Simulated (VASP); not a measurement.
# TaAl (relaxed from the NiAs type structure, space group P6_3/mmc): computed properties

Level of theory: PBEsol GGA, VASP's PBE PAW potentials (set 64) (plane waves; VASP).

- space group = P6_3/mmc (194)
- cell = a = b = 2.9108 Å, c = 9.1957 Å, α = β = 90.00°, γ = 120.00°
- volume per atom = 16.87 Å^3/atom
- band gap (over mesh and band path) = none (metal, semimetal or under 0.01 eV)
- density = 10.23 g/cm³

```cif
data_Al2Ta2
_chemical_formula_sum 'Ta2 Al2'
_space_group_name_H-M_alt 'P63/mmc'
_space_group_IT_number 194
_space_group_name_Hall '-P 6c 2c'
_cell_length_a 2.91077
_cell_length_b 2.91077
_cell_length_c 9.19570
_cell_angle_alpha 90.000
_cell_angle_beta 90.000
_cell_angle_gamma 120.000
loop_
_atom_site_label
_atom_site_type_symbol
_atom_site_symmetry_multiplicity
_atom_site_Wyckoff_symbol
_atom_site_fract_x
_atom_site_fract_y
_atom_site_fract_z
_atom_site_occupancy
Ta1 Ta 2 a 0.00000 0.00000 0.00000 1
Al1 Al 2 c 0.33333 0.66667 0.25000 1
```

Unless said otherwise, spin-orbit coupling is left out, though it shifts the bands of the heavy elements here.

The structure was generated: TaAl was put into the NiAs type type (P6_3/mmc), which need not be its known phase. It was relaxed first, which changed the volume by -44 %. Symmetry was kept, so distortions that lower it aren't found.
